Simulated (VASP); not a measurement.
The system is K3TaH6.

```
K Ta H
1.0
     0.00000    4.41659    4.41659
     4.41659    0.00000    4.41659
     4.41659    4.41659    0.00000
K Ta H
3 1 6
Cartesian
  6.6249 6.6249 6.6249
  2.2083 2.2083 2.2083
  4.4166 4.4166 4.4166
  0.0000 0.0000 0.0000
  2.0411 4.4166 4.4166
  4.4166 4.4166 2.0411
  6.7920 4.4166 4.4166
  4.4166 2.0411 4.4166
  4.4166 6.7920 4.4166
  4.4166 4.4166 6.7920
```

The cell was built by a generator and needn't be a form met in nature.

The cell isn't the ideal one: species swapped into the Rb3BiF6 type (Fm-3m, No. 225).

| Quantity | Value |
| --- | --- |
| Program | VASP 6.6.1 |
| Task | relaxation of cell and atoms |
| Functional | PBE |
| Potentials or basis | VASP PAW PBE potentials, release 64 (K_sv, Ta_pv, H) |
| Cutoff | 600 eV |
| k mesh | 4 × 4 × 4 |
| Occupations | gaussian, width 0.1 eV |
| Spin | no spin polarisation |

At the start: pressure -2.4 GPa; volume 17.23 Å³/atom.

Question: Where does the relaxation end?

Answer: Over 7 steps the energy falls by 58.6 meV/atom and the volume is 17.47 Å³/atom (+1.4 %); space group Fm-3m (No. 225, to 0.05 Å).

The path:
```
step  energy change (eV)  largest force (eV/Å)  pressure (GPa)  volume (Å³)
   1              0.0000                1.2752           -2.44       172.30
   2             -0.4193                0.6669           -0.27       165.83
   3             -0.5034                0.1263            1.74       161.46
   4             -0.5039                0.1691            1.58       161.78
   5             -0.5464                0.1091            1.07       165.49
   6             -0.5830                0.0526           -0.15       176.91
   7             -0.5856                0.0249            0.06       174.67
```

Final structure:
```yaml
crystal:
  lattice:
    - [0.00000, 4.43677, 4.43677]
    - [4.43677, 0.00000, 4.43677]
    - [4.43677, 4.43677, 0.00000]
  atoms:
    - { symbol: K, position: [0.75000, 0.75000, 0.75000] }
    - { symbol: K, position: [0.25000, 0.25000, 0.25000] }
    - { symbol: K, position: [0.50000, 0.50000, 0.50000] }
    - { symbol: Ta, position: [0.00000, 0.00000, 0.00000] }
    - { symbol: H, position: [0.78610, 0.21390, 0.21390] }
    - { symbol: H, position: [0.21390, 0.21390, 0.78610] }
    - { symbol: H, position: [0.21390, 0.78610, 0.78610] }
    - { symbol: H, position: [0.21390, 0.78610, 0.21390] }
    - { symbol: H, position: [0.78610, 0.21390, 0.78610] }
    - { symbol: H, position: [0.78610, 0.78610, 0.21390] }
```
